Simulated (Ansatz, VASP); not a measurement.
# WC in two plane-wave programs, part 2 of 2

Aim: how closely do two programs agree when they are given the same cell, functional and k mesh? The cell is taken from a series of runs on this material, whose earlier steps may have relaxed, scaled, displaced or heated it; both programs get it as it stands.

VASP 6.6.1 and Ansatz 0.2.0.

So far: The starting structure; VASP: relaxation of cell and atoms, PBEsol, pair 1; Ansatz: relaxation of cell and atoms, PBEsol, pair 1.

## 4. Side by side

Known differences besides the potentials themselves: the data sets hold 36 valence electrons in Ansatz (on its PAW soft_1 files) and 20 in VASP; the cutoff is 420 eV in Ansatz and 600 eV in VASP; Ansatz makes its cores anew for this functional, VASP keeps those of its PBE data sets; Ansatz adds a Pulay correction to the stress that steers its cell, VASP none. Total energies have different zeros and are not compared.

Both answers:

| quantity | Ansatz | VASP | difference |
| --- | --- | --- | --- |
| volume (Å³) | 41.09 | 41.10 | -0.02 % |
| edge a after relaxation, in the typed setting (Å) | 3.034 | 3.034 | +0.00 % |
| edge c after relaxation, in the typed setting (Å) | 4.463 | 4.464 | -0.02 % |

## 5. VASP: relaxation of cell and atoms, PBEsol, pair 2

The relaxed volume is the usual yardstick between codes: in a stiff, nearly cubic crystal its relative difference is about their pressure difference at one cell divided by the bulk modulus.

INCAR reads:

```
SYSTEM = WC
PREC = Accurate
ENCUT = 600
EDIFF = 1E-07
NELM = 120
ISMEAR = 1
SIGMA = 0.2
LREAL = .FALSE.
ALGO = Normal
GGA = PS
NBANDS = 16
LASPH = .TRUE.
LORBIT = 11
LWAVE = .FALSE.
LCHARG = .FALSE.
ISIF = 3
IBRION = 2
NSW = 80
EDIFFG = -0.005
GGA_COMPAT = .FALSE.
NELMIN = 4
KPAR = 2
```

POSCAR reads:

```
WC
1.0
    3.0431420000      0.0000000000      0.0000000000
    0.0000000000      3.0431420000      0.0000000000
    0.0000000000      0.0000000000      4.4350030000
W C
2 2
Direct
    0.5000000000      0.0000000000      0.7222062758
    0.0000000000      0.5000000000      0.2777937242
    0.0000000000      0.5000000000      0.7740100740
    0.5000000000      0.0000000000      0.2259899260
```

KPOINTS reads:

```
Automatic mesh
0
Gamma
14 14 10
0 0 0
```

PAW data sets: W and C (PBE family, release 64).

The run is started by

```bash
$ mpirun -np 2 vasp_std
```

Numbers of over 12 decimals in the logs are rounded to 6 here.

Log:

```text
[banner, memory and clock lines left out]
running    2 mpi-ranks, on    1 nodes
[...]
[... a notice as in an earlier step ...]

 LDA part: xc-table for (Slater+PW92), standard interpolation
 POSCAR, INCAR and KPOINTS ok, starting setup
[...]
entering main loop
       N       E                     dE             d eps       ncg     rms          rms(c)
DAV:   1     0.800257929064E+02    0.80026E+02   -0.10570E+04  6912   0.130E+03
DAV:   2    -0.449103876994E+02   -0.12494E+03   -0.12071E+03  8672   0.312E+02
DAV:   3    -0.526983209864E+02   -0.77879E+01   -0.75236E+01 10016   0.619E+01
DAV:   4    -0.528292267024E+02   -0.13091E+00   -0.13075E+00  7832   0.971E+00
[...]
DAV:  12    -0.462227775377E+02    0.15067E-05   -0.16422E-05  8624   0.352E-02    0.116E-02
DAV:  13    -0.462227768920E+02    0.64568E-06   -0.24620E-06  9160   0.898E-03    0.367E-03
DAV:  14    -0.462227769919E+02   -0.99885E-07   -0.92631E-08  5336   0.284E-03
   1 F= -.46222777E+02 E0= -.46222932E+02  d E =-.462228E+02
[... from here on, the cycles between the ionic steps are left out ...]
   2 F= -.46224041E+02 E0= -.46224328E+02  d E =-.126446E-02
   3 F= -.46224209E+02 E0= -.46224597E+02  d E =-.143238E-02
   4 F= -.46224954E+02 E0= -.46225406E+02  d E =-.744243E-03
   5 F= -.46225937E+02 E0= -.46226606E+02  d E =-.172774E-02
   6 F= -.46225979E+02 E0= -.46226713E+02  d E =-.176936E-02
   7 F= -.46226046E+02 E0= -.46226802E+02  d E =-.673487E-04
   8 F= -.46226096E+02 E0= -.46226844E+02  d E =-.117572E-03
   9 F= -.46226096E+02 E0= -.46226844E+02  d E =-.117597E-03
  10 F= -.46226105E+02 E0= -.46226849E+02  d E =-.864670E-05
  11 F= -.46226108E+02 E0= -.46226848E+02  d E =-.119734E-04
[...]
reached required accuracy - stopping structural energy minimisation
```

From OUTCAR (step 5):

```text
  Total        0.0018370      0.0018370     -0.0012641      0.0000000      0.0000000      0.0000000
  in kB        0.0716287      0.0716287     -0.0492918      0.0000000      0.0000000      0.0000000
  external PRESSURE =       0.0313219 kB  Pullay stress =       0.0000000 kB

 POSITION                                       TOTAL-FORCE (eV/Angst)
 -----------------------------------------------------------------------------------
      1.51694     -0.00000      3.21086        -0.000000     -0.000000      0.000262
      3.03387      1.51694      1.25326         0.000000      0.000000     -0.000262
     -0.00000      1.51694      3.47468         0.000000      0.000000     -0.000660
      1.51694      3.03387      0.98943        -0.000000     -0.000000      0.000660
 -----------------------------------------------------------------------------------
    total drift:                                0.000000     -0.000000      0.000000

  FREE ENERGIE OF THE ION-ELECTRON SYSTEM (eV)
  ---------------------------------------------------
  free  energy   TOTEN  =       -46.2261083032 eV

  energy  without entropy=      -46.2283279059  energy(sigma->0) =      -46.22684817

[... 2 parts as in an earlier step ...]

[... 2 further parts left out ...]
[key lines of the parts left out:]
E-fermi :   9.5867
```

## 6. Ansatz: relaxation of cell and atoms, PBEsol, pair 2

The same cell, functional, mesh and smearing now go to Ansatz, which takes its cutoff from its data sets.

The cell is taken from a series of runs on this material, whose earlier steps may have relaxed, scaled, displaced or heated it; both programs get it as it stands.

input.yaml reads:

```yaml
crystal:
  lattice:
    - [3.043141697, 0.0, 0.0]
    - [0.0, 3.043141697, 0.0]
    - [0.0, 0.0, 4.4350030399]
  atoms:
    - { symbol: W, position: [0.5, 0.0, 0.7222063492] }
    - { symbol: W, position: [0.0, 0.5, 0.2777936508] }
    - { symbol: C, position: [0.0, 0.5, 0.7740100546] }
    - { symbol: C, position: [0.5, 0.0, 0.2259899454] }
kpoints:
  mp_grid: { grid: [14, 14, 10] }
hamiltonian:
  xc: pbesol
  pseudopotentials: { kind: paw, azcp: { folder: soft_1 }, xc_functional: pbe }
scf:
  occupations: { method: methfessel_paxton, width: 0.2 }
output:
  forces: true
  stress: true
  eigenvalues: true
relax:
  adjacent_minimum: "off"
  f_tol: 0.001
  max_steps: 60
  cell: { stress_tol: 0.01 }
```

The run is started by

```bash
$ ansatz run input.yaml --threads 4 --pin off --max-ram 10240MiB --backend cpu --events-out ev --progress --plain --runs-dir out
```

Log:

```text
[...]
Crystal: 4 atoms, lattice volume = 41.071 Å³
Basis set: ecut = 420 eV, 799 PW (Γ), exchange–correlation on 48×48×60 points (8 copies of the dense FFT grid, shifted against one another)
Bands: 22, of which v1, the nominal top of the filled ones, is band 18 counted from 1 (17 counted from 0)
Symmetry: 16 space group operations
[...]
k-points: 216 of 1960
[...]
--- Relaxed structure (6 steps of the walk, 6 accepted, 1 SCFs on fresh bases) ---
[...]
cell:  # Å, volume = 41.0867 Å³
    - [3.034255, 0, 0.0]
    - [0, 3.034255, 0.0]
    - [0.0, 0.0, 4.462692]
  atoms:
    - { symbol: W, position: [0.5, 0, 0.719956] }
    - { symbol: W, position: [0, 0.5, 0.280044] }
    - { symbol: C, position: [0, 0.5, 0.777729] }
    - { symbol: C, position: [0.5, 0.0, 0.222271] }
[key lines of the parts left out:]
SCF converged after 5 iterations
Free energy (F): -21007.788827 eV
Fermi energy:    21.848545 eV
P = ⅓ Tr σ = 0.0008 GPa (0.008 kbar)
```

## 7. Comparison

What differs besides the data sets and the points named for the pairs above, as far as they apply: the data sets hold 36 valence electrons in Ansatz (on its PAW soft_1 files) and 20 in VASP. Total energies have different zeros and are not compared.

Both answers:

| quantity | Ansatz | VASP | difference |
| --- | --- | --- | --- |
| volume (Å³) | 41.09 | 41.09 | -0.01 % |
| edge a after relaxation, in the typed setting (Å) | 3.034 | 3.034 | +0.01 % |
| edge c after relaxation, in the typed setting (Å) | 4.463 | 4.464 | -0.03 % |

## 8. VASP: relaxation of cell and atoms, PBEsol, pair 3

The relaxed volume is the usual yardstick between codes: in a stiff, nearly cubic crystal its relative difference is about their pressure difference at one cell divided by the bulk modulus.

INCAR is that of step 5.

POSCAR reads:

```
WC
1.0
    0.0000000000     -2.1727830000     -2.1727830000
    0.0000000000      2.1727830000     -2.1727830000
    4.3455660000      0.0000000000      0.0000000000
W C
2 2
Direct
    0.5000000000      0.5000000000      0.5159824980
    0.0000000000      0.0000000000      0.9840175020
    0.5000000000      0.5000000000      0.0184095697
    0.0000000000      0.0000000000      0.4815904303
```

KPOINTS is that of step 5.

The run is started by

```bash
$ mpirun -np 2 vasp_std
```

Log:

```text
[... set-up lines as in an earlier step ...]
 entering main loop
       N       E                     dE             d eps       ncg     rms          rms(c)
DAV:   1     0.840060720187E+02    0.84006E+02   -0.10541E+04  6912   0.130E+03
DAV:   2    -0.446886233511E+02   -0.12869E+03   -0.12421E+03  8816   0.317E+02
DAV:   3    -0.527094169273E+02   -0.80208E+01   -0.77940E+01  9960   0.628E+01
DAV:   4    -0.528510992534E+02   -0.14168E+00   -0.14145E+00  7808   0.989E+00
[...]
DAV:  12    -0.461638290578E+02    0.32107E-05   -0.10789E-05  8560   0.279E-02    0.692E-03
DAV:  13    -0.461638280160E+02    0.10419E-05   -0.18623E-06  9152   0.785E-03    0.442E-03
DAV:  14    -0.461638280718E+02   -0.55869E-07   -0.12498E-07  5152   0.305E-03
   1 F= -.46163828E+02 E0= -.46162950E+02  d E =-.461638E+02
[... from here on, the cycles between the ionic steps are left out ...]
   2 F= -.46195685E+02 E0= -.46196158E+02  d E =-.318565E-01
   3 F= -.46199234E+02 E0= -.46199631E+02  d E =-.354060E-01
   4 F= -.46210831E+02 E0= -.46211004E+02  d E =-.115968E-01
   5 F= -.46210841E+02 E0= -.46211028E+02  d E =-.116070E-01
   6 F= -.46218457E+02 E0= -.46218466E+02  d E =-.761587E-02
   7 F= -.46218457E+02 E0= -.46218466E+02  d E =-.761599E-02
   8 F= -.46224520E+02 E0= -.46224814E+02  d E =-.606318E-02
   9 F= -.46226021E+02 E0= -.46226735E+02  d E =-.756410E-02
  10 F= -.46226024E+02 E0= -.46226718E+02  d E =-.756704E-02
  11 F= -.46226072E+02 E0= -.46226810E+02  d E =-.484283E-04
  12 F= -.46226073E+02 E0= -.46226805E+02  d E =-.493746E-04
  13 F= -.46226076E+02 E0= -.46226816E+02  d E =-.254312E-05
 trial-energy change:   -0.000003  1 .order   -0.000003   -0.000008    0.000002
 step:   0.3252(harm=  0.3577)  dis= 0.00005  next Energy=   -46.226076 (dE=-0.276E-05)
 reached required accuracy - stopping structural energy minimisation
```

From OUTCAR (step 8):

```text
  Total       -0.0072735     -0.0036318     -0.0036318      0.0000000      0.0000000      0.0000000
  in kB       -0.2835979     -0.1416069     -0.1416069      0.0000000      0.0000000      0.0000000
  external PRESSURE =      -0.1889372 kB  Pullay stress =       0.0000000 kB

 POSITION                                       TOTAL-FORCE (eV/Angst)
 -----------------------------------------------------------------------------------
      2.36920      0.00000     -2.14531         0.003077      0.000000      0.000000
      4.32703      0.00000      0.00000        -0.003077     -0.000000     -0.000000
      0.12670      0.00000     -2.14531        -0.002573     -0.000000     -0.000000
      2.10538      0.00000      0.00000         0.002573      0.000000      0.000000
 -----------------------------------------------------------------------------------
    total drift:                                0.000000      0.000000     -0.000000

  FREE ENERGIE OF THE ION-ELECTRON SYSTEM (eV)
  ---------------------------------------------------
  free  energy   TOTEN  =       -46.2260759380 eV

  energy  without entropy=      -46.2282972240  energy(sigma->0) =      -46.22681637

[... 2 parts as in an earlier step ...]

[... 2 further parts left out ...]
[key lines of the parts left out:]
E-fermi :   9.5863
```

## 9. Ansatz: relaxation of cell and atoms, PBEsol, pair 3

The same cell, functional, mesh and smearing now go to Ansatz, which takes its cutoff from its data sets.

The cell is taken from a series of runs on this material, whose earlier steps may have relaxed, scaled, displaced or heated it; both programs get it as it stands.

input.yaml, the sections that differ from step 6:

```yaml
crystal:
  lattice:
    - [0.0, -2.1727831059, -2.1727831059]
    - [0.0, 2.1727831059, -2.1727831059]
    - [4.3455662117, 0.0, 0.0]
  atoms:
    - { symbol: W, position: [0.5, 0.5, 0.5159824603] }
    - { symbol: W, position: [0.0, 0.0, -0.0159824603] }
    - { symbol: C, position: [0.5, 0.5, 0.0184095688] }
    - { symbol: C, position: [0.0, 0.0, 0.4815904312] }
relax:
  adjacent_minimum: "off"
  f_tol: 0.002
  max_steps: 120
  cell: { stress_tol: 0.03 }
# kpoints, hamiltonian, scf, output: as in step 6
```

The run is started by

```bash
$ ansatz run input.yaml --threads 4 --pin off --max-ram 10240MiB --backend cpu --events-out ev --progress --plain --runs-dir out
```

Log:

```text
[...]
Crystal: 4 atoms, lattice volume = 41.031 Å³
Basis set: ecut = 420 eV, 799 PW (Γ), exchange–correlation on 48×48×60 points (8 copies of the dense FFT grid, shifted against one another)
Bands: 22, of which v1, the nominal top of the filled ones, is band 18 counted from 1 (17 counted from 0)
Symmetry: 16 space group operations
[...]
k-points: 216 of 1960
[...]
cell:  # Å, volume = 41.0868 Å³
    - [8.700092503427582e-19, -2.145528, -2.145528]
    - [8.700092503426685e-19, 2.145528, -2.145528]
    - [4.462767, 0, -1.7400185006453847e-18]
  atoms:
    - { symbol: W, position: [0.5, 0.5, 0.530042] }
    - { symbol: W, position: [-3.902206796442906e-19, -3.9022067964429206e-19, -0.030042] }
    - { symbol: C, position: [0.5, 0.5, 0.027726] }
    - { symbol: C, position: [-2.5859584559847643e-19, -2.585958455984734e-19, 0.472274] }
[key lines of the parts left out:]
SCF converged after 5 iterations
Free energy (F): -21007.788829 eV
Fermi energy:    21.848472 eV
P = ⅓ Tr σ = 0.0003 GPa (0.003 kbar)
```

## 10. Comparison

What differs besides the data sets and the points named for the pairs above, as far as they apply: the data sets hold 36 valence electrons in Ansatz (on its PAW soft_1 files) and 20 in VASP. Total energies have different zeros and are not compared.

Both answers:

| quantity | Ansatz | VASP | difference |
| --- | --- | --- | --- |
| volume (Å³) | 41.09 | 41.09 | -0.01 % |
| edge a after relaxation, in the typed setting (Å) | 3.034 | 3.034 | +0.01 % |
| edge c after relaxation, in the typed setting (Å) | 4.463 | 4.464 | -0.03 % |

## 11. What came out

| Quantity | Value |
| --- | --- |
| difference in edge c after relaxation, in the typed setting (relaxation of cell and atoms, PBEsol, pair 1) | -0.022 % |
| difference in edge c after relaxation, in the typed setting (relaxation of cell and atoms, PBEsol, pair 2) | -0.031 % |
| difference in edge c after relaxation, in the typed setting (relaxation of cell and atoms, PBEsol, pair 3) | -0.031 % |

In words: The difference in edge c after relaxation, in the typed setting is -0.031 % (relaxation of cell and atoms, PBEsol, pair 2), within the 1.2 % picked in this series as the mark of a large difference, as far as the stopping tolerances let one tell. The data sets hold unlike numbers of valence electrons (36 in Ansatz and 20 in VASP), so part of the differences comes from the potentials. 1 further run of this series is not shown here. Such differences can come from data sets, numerical settings and the points named under the comparisons, not from the functional's error against experiment.

[Lines on the potential files, build, host, timing and source positions are cut from VASP's logs without a mark.]

[Logs are printed without paths, hosts, clocks, repeated set-up lines and the standing remarks that a program may print on its own settings, such as how far it seeks lower states.]

[Hosts, paths, dates, database ids (printed as entryN), source tags and the programs' standing remarks are cut or masked in the printed files.]
